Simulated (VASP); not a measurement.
# Gap of C (Diamond), level by level, part 5 of 6

Aim: the band gap of C (Diamond) at many levels of theory on one cell, with the cost of each. LASPH is on for some levels and off for others; the table marks which. The start is a cell from a database of measured crystal structures.

VASP 6.6.1, plane waves and PAW; the level of theory is named at each step.

So far, least gap on mesh and path (eV): step 2 (bands, level LDA) 4.10; step 6 (bands, level TPSS) 4.17; step 7 (bands, level BLYP) 4.45; step 9 (bands, level HSE06) 5.33; step 10 (bands, level B3LYP) 6.04.

## 12. Bands with r2SCAN-EpsX, ε∞ used 5.824

This step: r2SCAN-EpsX, exact-exchange share 1/5.824; plane waves and PAW (C) (VASP 6.6.1).

Here the share of exact exchange is set to the inverse of the computed dielectric constant, since screening weakens exchange.

File INCAR:

```
SYSTEM = C
PREC = Accurate
ENCUT = 520
EDIFF = 1E-06
NELM = 100
ISMEAR = 0
SIGMA = 0.02
LREAL = .FALSE.
ALGO = Normal
LHFCALC = .TRUE.
AEXX = 0.172
METAGGA = R2SCAN
LASPH = .TRUE.
NBANDS = 10
PRECFOCK = Fast
HFRCUT = -1
LORBIT = 11
LWAVE = .FALSE.
LCHARG = .FALSE.
KPAR = 4
```

File POSCAR:

```
C
1.0
    0.0000000000      1.7833700000      1.7833700000
    1.7833700000      0.0000000000      1.7833700000
    1.7833700000      1.7833700000      0.0000000000
C
2
Direct
    0.0000000000      0.0000000000      0.0000000000
    0.2500000000      0.2500000000      0.2500000000
```

File KPOINTS:

```
Automatic mesh
0
Gamma
7 7 7
0 0 0
```

File KPOINTS_OPT:

```
Line mode
6
Line-mode
Reciprocal
  0.00000000   0.00000000   0.00000000 GAMMA
  0.50000000   0.00000000   0.50000000 X

  0.50000000   0.00000000   0.50000000 X
  0.50000000   0.25000000   0.75000000 W

  0.50000000   0.25000000   0.75000000 W
  0.37500000   0.37500000   0.75000000 K

  0.37500000   0.37500000   0.75000000 K
  0.00000000   0.00000000   0.00000000 GAMMA

  0.00000000   0.00000000   0.00000000 GAMMA
  0.50000000   0.50000000   0.50000000 L

  0.50000000   0.50000000   0.50000000 L
  0.62500000   0.25000000   0.62500000 U

  0.62500000   0.25000000   0.62500000 U
  0.50000000   0.25000000   0.75000000 W

  0.50000000   0.25000000   0.75000000 W
  0.50000000   0.50000000   0.50000000 L

  0.50000000   0.50000000   0.50000000 L
  0.37500000   0.37500000   0.75000000 K

  0.62500000   0.25000000   0.62500000 U
  0.50000000   0.00000000   0.50000000 X
```

Potentials, in the order of the species: C (PBE family, release 64).

Launch:

```sh
mpirun -np 4 vasp_std
```

Numbers of over 12 decimals in the logs are rounded to 6 here.

Log:

```text
[banner, memory and clock lines left out]
running    4 mpi-ranks, on    1 nodes
[...]
[... a notice as in an earlier step ...]

 LDA part: xc-table for (None), standard interpolation
 found WAVECAR, reading the header
 POSCAR, INCAR and KPOINTS ok, starting setup
[...]
HFRCUT set to (new)   9.757082
 reading WAVECAR
 the WAVECAR file was read successfully
 initial charge from wavefunction
 entering main loop
       N       E                     dE             d eps       ncg     rms          rms(c)
DAV:   1    -0.220641830012E+02   -0.22064E+02   -0.43632E-01   418   0.609E+00    0.995E-01
DAV:   2    -0.220649908701E+02   -0.80787E-03   -0.27870E-03   428   0.459E-01    0.605E-01
DAV:   3    -0.220647910105E+02    0.19986E-03   -0.20956E-04   420   0.121E-01    0.363E-01
DAV:   4    -0.220647484635E+02    0.42547E-04   -0.50848E-05   416   0.627E-02    0.220E-01
DAV:   5    -0.220647379285E+02    0.10535E-04   -0.12708E-05   426   0.316E-02    0.134E-01
DAV:   6    -0.220647354400E+02    0.24885E-05   -0.34257E-06   436   0.169E-02    0.816E-02
DAV:   7    -0.220647349916E+02    0.44837E-06   -0.91382E-07   282   0.906E-03
   1 F= -.22064735E+02 E0= -.22064735E+02  d E =-.298002E-56
 Start KPOINTS_OPT (optional k-point list driver)
k-point batch [1-20\60]
       N       E                     dE             ncg
DAV:   1     0.226484159779E+03   -0.84311E+04      400
DAV:   2    -0.183288715822E+03   -0.40977E+03      514
DAV:   3    -0.199975404226E+03   -0.16687E+02      492
DAV:   4    -0.200109223636E+03   -0.13382E+00      440
DAV:   5    -0.200110206849E+03   -0.98321E-03      446
DAV:   6    -0.200110207852E+03   -0.10031E-05      452
DAV:   7    -0.200110207853E+03   -0.96520E-09      358
[...]
k-point batch [41-60\60]
       N       E                     dE             ncg
DAV:   1     0.132500453754E+03   -0.88847E+04      416
DAV:   2    -0.246489793099E+03   -0.37899E+03      516
DAV:   3    -0.255612493718E+03   -0.91227E+01      492
DAV:   4    -0.255669537311E+03   -0.57044E-01      480
DAV:   5    -0.255669630170E+03   -0.92859E-04      464
DAV:   6    -0.255669630263E+03   -0.93138E-07      468
```

It took 4.5 min on 4 MPI ranks of AMD EPYC 7R43, shared host; peak memory 0.44 GiB.

From OUTCAR (step 12):

```text
 POSITION                                       TOTAL-FORCE (eV/Angst)
 -----------------------------------------------------------------------------------
      0.00000      0.00000      0.00000         0.000000      0.000000      0.000000
      0.89168      0.89168      0.89168        -0.000000     -0.000000     -0.000000
 -----------------------------------------------------------------------------------
    total drift:                               -0.000000      0.000000      0.000000

  FREE ENERGIE OF THE ION-ELECTRON SYSTEM (eV)
  ---------------------------------------------------
  free  energy   TOTEN  =       -22.0647349916 eV

  energy  without entropy=      -22.0647349916  energy(sigma->0) =      -22.06473499

[... 2 parts as in an earlier step ...]

[... 1 further part left out ...]
[key lines of the parts left out:]
E-fermi :   9.2894
```

The electronic bands at the labelled points (eV, zero at the valence-band top; v1 is the highest filled band, c1 the lowest empty one):

```
          point      v3      v2     v1     c1     c2     c3
              Γ    0.00    0.00   0.00   7.18   7.18   7.18
0.40 of the way   -3.58   -3.58  -3.55   6.21  12.14  12.14
              X  -14.33   -7.00  -7.00   6.22   6.22  19.75
0.40 of the way  -14.09   -7.76  -7.76   7.76   7.76  18.84
              W  -13.52   -9.16  -9.16  12.66  12.66  14.57
0.40 of the way  -13.13   -9.84  -7.73   9.91  12.91  15.54
              K  -13.18  -10.24  -5.97   7.22  12.79  16.98
0.60 of the way   -5.66   -4.64  -1.25   9.04  10.38  10.72
              Γ    0.00    0.00   0.00   7.18   7.18   7.18
0.40 of the way   -5.46   -1.48  -1.48   9.09   9.09   9.48
              L  -14.79   -3.14  -3.14  10.32  10.32  10.57
0.40 of the way  -14.25   -5.52  -4.02   9.28  12.14  12.83
              U  -13.18  -10.24  -5.97   7.22  12.79  16.98
0.60 of the way  -13.13   -9.84  -7.73   9.91  12.91  15.54
              W  -13.52   -9.16  -9.16  12.66  12.66  14.57
0.60 of the way  -14.08   -5.98  -4.50  10.01  11.03  14.12
              L  -14.79   -3.14  -3.14  10.32  10.32  10.57
0.60 of the way  -13.64   -7.64  -4.77   8.44  13.91  14.93
              K  -13.18  -10.24  -5.97   7.22  12.79  16.98
      jump to U  -13.18  -10.24  -5.97   7.22  12.79  16.98
0.60 of the way  -14.15   -7.93  -6.83   6.38   7.61  19.23
              X  -14.33   -7.00  -7.00   6.22   6.22  19.75
```

The electronic bands as a text plot (rows in eV, shown from -8.0 to 7.2 only):

```
    6.9 |+++      +              ++                           + +
    6.2 |   +    +                                             ++
    5.6 |    ++++
    5.0 |
    4.3 |
    3.7 |
    3.1 |
    2.4 |
    1.8 |
    1.2 |
    0.5 |
   -0.1 |*                      ***
   -0.7 | **                       **
   -1.4 | **                  ***    *
   -2.0 |                       *  **
   -2.6 |                   **        **
   -3.3 |   *                           ****           ***
   -3.9 |   *                              **          * **
   -4.5 |                 **  **             *       **    *
   -5.2 |    **                      *        *             *
   -5.8 |                *    **            *  *    ***   *  *
   -6.4 |      **       *                                     *
   -7.1 |    **  **                             *              **
   -7.7 |          *   *    **               *     *       *   *
         Γ       X    W  K        Γ      L     U  W     L   K|U X
```

The gap is 5.59 eV, indirect, from Γ to a point between the labelled ones. Against LDA that is +1.49 eV; this run took 24 times the core time, on fewer points of the path.

## 13. Bands with HSE03

This step: HSE03; plane waves and PAW (C) (VASP 6.6.1).

HSE03, as typed here, screens exact exchange more strongly than HSE06 (HFSCREEN 0.3 against 0.2).

Edit INCAR of step 12 so:

```diff
@@ -10,4 +10,5 @@
 LHFCALC = .TRUE.
-AEXX = 0.172
-METAGGA = R2SCAN
+AEXX = 0.25
+GGA = PE
+HFSCREEN = 0.3
 LASPH = .TRUE.
@@ -15,3 +16,2 @@
 PRECFOCK = Fast
-HFRCUT = -1
 LORBIT = 11
```

POSCAR is that of step 12.

KPOINTS is that of step 12.

KPOINTS_OPT is that of step 12.

Launch:

```sh
mpirun -np 4 vasp_std
```

Log:

```text
[... set-up lines as in an earlier step ...]
 entering main loop
       N       E                     dE             d eps       ncg     rms          rms(c)
DAV:   1    -0.206194246768E+02   -0.20619E+02   -0.26698E-01   414   0.406E+00    0.703E-01
DAV:   2    -0.206195742123E+02   -0.14954E-03   -0.11851E-03   430   0.304E-01    0.436E-01
DAV:   3    -0.206190511937E+02    0.52302E-03   -0.33122E-04   420   0.150E-01    0.236E-01
DAV:   4    -0.206189087428E+02    0.14245E-03   -0.10056E-04   410   0.863E-02    0.126E-01
DAV:   5    -0.206188697082E+02    0.39035E-04   -0.24077E-05   422   0.427E-02    0.677E-02
DAV:   6    -0.206188588010E+02    0.10907E-04   -0.55875E-06   422   0.210E-02    0.370E-02
DAV:   7    -0.206188555051E+02    0.32960E-05   -0.14376E-06   392   0.110E-02    0.202E-02
DAV:   8    -0.206188545172E+02    0.98787E-06   -0.37081E-07   206   0.578E-03
   1 F= -.20618855E+02 E0= -.20618855E+02  d E =-.975947E-68
 Start KPOINTS_OPT (optional k-point list driver)
k-point batch [1-20\60]
       N       E                     dE             ncg
DAV:   1     0.291424670642E+03   -0.83662E+04      400
DAV:   2    -0.115336279937E+03   -0.40676E+03      514
DAV:   3    -0.134947798262E+03   -0.19612E+02      492
DAV:   4    -0.135135563758E+03   -0.18777E+00      442
DAV:   5    -0.135137411182E+03   -0.18474E-02      444
DAV:   6    -0.135137414499E+03   -0.33170E-05      452
DAV:   7    -0.135137414506E+03   -0.69883E-08      364
[...]
k-point batch [41-60\60]
       N       E                     dE             ncg
DAV:   1     0.203953715861E+03   -0.88132E+04      416
DAV:   2    -0.178555877225E+03   -0.38251E+03      508
DAV:   3    -0.189320813074E+03   -0.10765E+02      500
DAV:   4    -0.189404305981E+03   -0.83493E-01      484
DAV:   5    -0.189404509620E+03   -0.20364E-03      470
DAV:   6    -0.189404509880E+03   -0.26070E-06      460
```

It took 5.2 min on 4 MPI ranks; peak memory 0.76 GiB.

From OUTCAR (step 13):

```text
 POSITION                                       TOTAL-FORCE (eV/Angst)
 -----------------------------------------------------------------------------------
      0.00000      0.00000      0.00000         0.000000      0.000000      0.000000
      0.89168      0.89168      0.89168        -0.000000     -0.000000     -0.000000
 -----------------------------------------------------------------------------------
    total drift:                                0.000000     -0.000000     -0.000000

  FREE ENERGIE OF THE ION-ELECTRON SYSTEM (eV)
  ---------------------------------------------------
  free  energy   TOTEN  =       -20.6188545172 eV

  energy  without entropy=      -20.6188545172  energy(sigma->0) =      -20.61885452

[... 2 parts as in an earlier step ...]

[... 1 further part left out ...]
[key lines of the parts left out:]
E-fermi :   9.4723
```

Electronic bands along the path, in eV, zero at the valence-band top; v1 is the highest filled band, c1 the lowest empty one:

```
          point      v3      v2     v1     c1     c2     c3
              Γ    0.00    0.00   0.00   6.75   6.75   6.75
0.40 of the way   -3.46   -3.46  -3.40   5.75  11.52  11.52
              X  -13.99   -6.83  -6.83   5.68   5.68  18.93
0.40 of the way  -13.75   -7.58  -7.58   7.18   7.18  18.06
              W  -13.16   -8.97  -8.97  11.91  11.91  13.97
0.40 of the way  -12.79   -9.64  -7.55   9.28  12.19  14.87
              K  -12.86  -10.04  -5.81   6.66  12.11  16.26
0.60 of the way   -5.47   -4.48  -1.20   8.55   9.85  10.09
              Γ    0.00    0.00   0.00   6.75   6.75   6.75
0.40 of the way   -5.28   -1.41  -1.41   8.58   8.58   8.96
              L  -14.53   -3.04  -3.04   9.77   9.77  10.09
0.40 of the way  -13.99   -5.35  -3.89   8.72  11.54  12.25
              U  -12.86  -10.04  -5.81   6.66  12.11  16.26
0.60 of the way  -12.79   -9.64  -7.55   9.28  12.19  14.87
              W  -13.16   -8.97  -8.97  11.91  11.91  13.97
0.60 of the way  -13.82   -5.80  -4.37   9.39  10.48  13.50
              L  -14.53   -3.04  -3.04   9.77   9.77  10.09
0.60 of the way  -13.37   -7.43  -4.63   7.87  13.27  14.28
              K  -12.86  -10.04  -5.81   6.66  12.11  16.26
      jump to U  -12.86  -10.04  -5.81   6.66  12.11  16.26
0.60 of the way  -13.81   -7.75  -6.66   5.84   7.04  18.43
              X  -13.99   -6.83  -6.83   5.68   5.68  18.93
```

The electronic bands as a text plot (rows in eV, shown from -8.0 to 6.7 only):

```
    6.4 |+++             +       ++            +             ++
    5.8 |   +    ++                                            ++
    5.2 |    ++++
    4.6 |
    4.0 |
    3.4 |
    2.8 |
    2.1 |
    1.5 |
    0.9 |
    0.3 |*                       **
   -0.3 |                       *  **
   -0.9 | **                  **
   -1.5 | **                    *  ***
   -2.2 |                       *     **
   -2.8 |                   **          ***             *
   -3.4 |   *                              *           * *
   -4.0 |                                   *          *  *
   -4.6 |                 **  **             *       **    *
   -5.2 |    **               **     *      * *           * *
   -5.8 |               **                     *    ***      *
   -6.5 |    ****                               *             **
   -7.1 |        **         **                                  *
   -7.7 |          *   *                     *     **      *   *
         Γ       X    W  K        Γ      L     U  W     L   K|U X
```

The gap is 5.08 eV, indirect, from Γ to a point between the labelled ones. Against LDA that is +0.98 eV; this run took 28 times the core time, on fewer points of the path.

(Continued in part 6 of 6.)

[Lines on the potential files, build, host, timing and source positions are cut from VASP's logs without a mark.]

[Logs are printed without paths, hosts, clocks, repeated set-up lines and the standing remarks that a program may print on its own settings, such as how far it seeks lower states.]

[Hosts, paths, dates, database ids (printed as entryN), source tags and the programs' standing remarks are cut or masked in the printed files.]

[A measured line is paired with the nearest computed mode of its activity, which favours agreement.]
